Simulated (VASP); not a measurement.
OSZICAR of a VASP run on W (bcc):

OSZICAR:
```
       N       E                     dE             d eps       ncg     rms          rms(c)
DAV:   1     0.381835949578E+02    0.38184E+02   -0.81173E+03  3190   0.148E+03
DAV:   2    -0.539409801235E+02   -0.92125E+02   -0.88992E+02  3451   0.346E+02
DAV:   3    -0.555897266434E+02   -0.16487E+01   -0.16347E+01  3642   0.456E+01
DAV:   4    -0.555984761619E+02   -0.87495E-02   -0.87489E-02  3441   0.357E+00
DAV:   5    -0.555985449313E+02   -0.68769E-04   -0.68768E-04  3600   0.324E-01    0.237E+01
DAV:   6    -0.507500604883E+02    0.48485E+01   -0.22477E+00  3331   0.221E+01    0.507E+00
DAV:   7    -0.514930382335E+02   -0.74298E+00   -0.17867E-01  3208   0.553E+00    0.315E+00
DAV:   8    -0.508662738356E+02    0.62676E+00   -0.46260E-01  3232   0.927E+00    0.325E+00
DAV:   9    -0.512971552860E+02   -0.43088E+00   -0.99411E-02  3361   0.347E+00    0.145E+00
DAV:  10    -0.513378553415E+02   -0.40700E-01   -0.15656E-02  3232   0.162E+00    0.606E-01
DAV:  11    -0.513386046093E+02   -0.74927E-03   -0.24124E-03  3460   0.662E-01    0.140E-01
DAV:  12    -0.513388501585E+02   -0.24555E-03   -0.28317E-04  3283   0.247E-01    0.721E-02
DAV:  13    -0.513387576999E+02    0.92459E-04   -0.83063E-05  3268   0.135E-01    0.400E-02
DAV:  14    -0.513387538902E+02    0.38097E-05   -0.31860E-06  3532   0.239E-02    0.315E-02
DAV:  15    -0.513387394468E+02    0.14443E-04   -0.20683E-05  3376   0.650E-02    0.890E-03
DAV:  16    -0.513387414983E+02   -0.20515E-05   -0.31123E-06  3484   0.211E-02    0.179E-03
DAV:  17    -0.513387393573E+02    0.21410E-05   -0.24043E-07  3336   0.691E-03    0.929E-04
DAV:  18    -0.513387409501E+02   -0.15928E-05   -0.37290E-08  1646   0.271E-03    0.616E-04
DAV:  19    -0.513387401833E+02    0.76675E-06   -0.14104E-08  1604   0.167E-03    0.808E-05
DAV:  20    -0.513387404402E+02   -0.25689E-06   -0.17545E-09  1610   0.716E-04    0.407E-05
DAV:  21    -0.513387403670E+02    0.73250E-07   -0.17073E-10  1604   0.220E-04
   1 F= -.51338740E+02 E0= -.51338529E+02  d E =-.634600E-03
```

### Question
Which electronic solver shows in the log?

### Answer
It is blocked Davidson (ALGO = Normal, or the opening steps of other solvers). The INCAR had ALGO = Normal.

### Question
Can the final energy be trusted as converged?

### Answer
The calculation finished and met its thresholds. It stopped with EDIFF = 1E-7, NELM = 100 (r2SCAN meta-GGA, plane waves, VASP's PBE PAW potentials (set 64)).

The compound is W in the bcc structure. This cell is one point of a volume scan, at 0.97 of the reference volume.
